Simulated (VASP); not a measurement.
An input for Ansatz (written as the equivalent of a VASP run, and not itself run):

Ansatz 0.2 input:
```yaml
crystal:
  lattice:
    - [0.0000000, 2.3324950, 2.3324950]
    - [2.3324950, 0.0000000, 2.3324950]
    - [2.3324950, 2.3324950, 0.0000000]
  atoms:
    - { symbol: Tl, position: [0.0000000, 0.0000000, 0.0000000] }
    - { symbol: F, position: [0.2500000, 0.2500000, 0.2500000] }
kpoints:
  mp_grid: { grid: [9, 9, 9] }
hamiltonian:
  xc: r2scan
  pseudopotentials: { kind: paw }
scf:
  occupations: { method: gaussian, width: 0.05 }
  max_iter: 100
relax:
  max_steps: 60
  f_tol: 0.01
  cell: {}
output: { forces: true, stress: true, eigenvalues: true }
```

Task: Translate this input to VASP (INCAR, KPOINTS, POSCAR, choice of POTCAR).

Result: One answer among several that fit: 
### INCAR
```
# general
SYSTEM   =  TlF
PREC     =  Accurate
ENCUT    =  520
LREAL    =  F   # projection in real space or not
LASPH    =  T

# electronic loop
EDIFF    =  1E-6   # SCF stop (eV)
NELM     =  100   # most electronic steps
ALGO     =  Normal
LMAXMIX  =  4   # l cut-off of mixed one-centre charges
LMIXTAU  =  T

# smearing
ISMEAR   =  0   # Gaussian
SIGMA    =  0.05   # width (eV)

# functional
METAGGA  =  R2SCAN

# ions
IBRION   =  2   # conjugate gradients
NSW      =  60
ISIF     =  3
EDIFFG   =  -0.01

# output
LWAVE    =  F
LCHARG   =  F
```

POSCAR:
```
TlF
1
    0.0000000000     2.3324950000     2.3324950000
    2.3324950000     0.0000000000     2.3324950000
    2.3324950000     2.3324950000     0.0000000000
Tl F
1 1
Direct
  0.0000000000   0.0000000000   0.0000000000
  0.2500000000   0.2500000000   0.2500000000
```

File KPOINTS:
```
kpoints
0
G
9 9 9
```

POTCAR, in this order: Tl_d F (PBE.64 set). Program: vasp_std.

What does not carry over: each code has its own PAW files, so the cut-off isn't converted (ENCUT is set for VASP's; basis.ecutwfc is left out, and Ansatz then takes the one that its files recommend); Ansatz stops its SCF on the density residual and VASP on the energy change (EDIFF).

The structure was generated: TlF was put into the zinc blende type (F-43m), which need not be its known phase. This run relaxes it. Symmetry was kept, so distortions that lower it aren't found.
